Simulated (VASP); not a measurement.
OSZICAR of a VASP run on C (relaxed from the bcc structure, space group Im-3m):

**OSZICAR**
```
       N       E                     dE             d eps       ncg     rms          rms(c)
DAV:   1    -0.369619900172E+01   -0.36962E+01   -0.25304E+03  2850   0.674E+02
DAV:   2    -0.643508521443E+01   -0.27389E+01   -0.24325E+01  3594   0.437E+01
DAV:   3    -0.645969446140E+01   -0.24609E-01   -0.24590E-01  3066   0.418E+00
DAV:   4    -0.645972527197E+01   -0.30811E-04   -0.30811E-04  3582   0.110E-01
DAV:   5    -0.645972529012E+01   -0.18158E-07   -0.17504E-07  3048   0.177E-03    0.900E-01
DAV:   6    -0.508814725490E+01    0.13716E+01   -0.26392E-01  2676   0.451E+00    0.831E-01
DAV:   7    -0.530198633058E+01   -0.21384E+00   -0.14305E-01  2646   0.353E+00    0.414E-01
DAV:   8    -0.533188646451E+01   -0.29900E-01   -0.24330E-02  2868   0.154E+00    0.414E-02
DAV:   9    -0.533681765219E+01   -0.49312E-02   -0.42008E-03  2958   0.593E-01    0.351E-02
DAV:  10    -0.533692988947E+01   -0.11224E-03   -0.26483E-04  3048   0.234E-01    0.142E-02
DAV:  11    -0.533694467783E+01   -0.14788E-04   -0.36983E-05  2778   0.101E-01    0.604E-03
DAV:  12    -0.533695059639E+01   -0.59186E-05   -0.18820E-06  2850   0.189E-02    0.710E-04
DAV:  13    -0.533694867683E+01    0.19196E-05   -0.19851E-07  1380   0.733E-03    0.499E-04
DAV:  14    -0.533694967872E+01   -0.10019E-05   -0.42865E-08  1338   0.285E-03    0.110E-04
DAV:  15    -0.533694944500E+01    0.23372E-06   -0.14892E-08  1338   0.130E-03
   1 F= -.53369494E+01 E0= -.53368659E+01  d E =-.533695E+01
       N       E                     dE             d eps       ncg     rms          rms(c)
DAV:   1    -0.533704258412E+01   -0.92905E-04   -0.48452E-03  2640   0.586E-01    0.564E-02
DAV:   2    -0.533701423264E+01    0.28351E-04   -0.14216E-04  2766   0.105E-01    0.302E-02
DAV:   3    -0.533696772401E+01    0.46509E-04   -0.10154E-04  2688   0.994E-02    0.759E-03
DAV:   4    -0.533703694943E+01   -0.69225E-04   -0.44943E-05  2646   0.555E-02    0.138E-03
DAV:   5    -0.533703639469E+01    0.55474E-06   -0.13074E-07  1422   0.486E-03
   2 F= -.53370364E+01 E0= -.53369652E+01  d E =-.869497E-04
```

Which electronic solver shows in the log?

It is blocked Davidson (ALGO = Normal, or the opening steps of other solvers). The INCAR had ALGO = Normal.

Can the final energy be trusted as converged?

The run converged. It stopped with EDIFF = 1E-6, NELM = 100, NSW = 60 and EDIFFG = -0.01 after 2 ionic steps (r2SCAN meta-GGA, plane waves, VASP's PBE PAW potentials (set 64)).

The structure was generated: C was put into the bcc type (Im-3m), which need not be its known phase. This run relaxes it. Symmetry was kept, so distortions that lower it aren't found. The start is the result of an earlier pass.
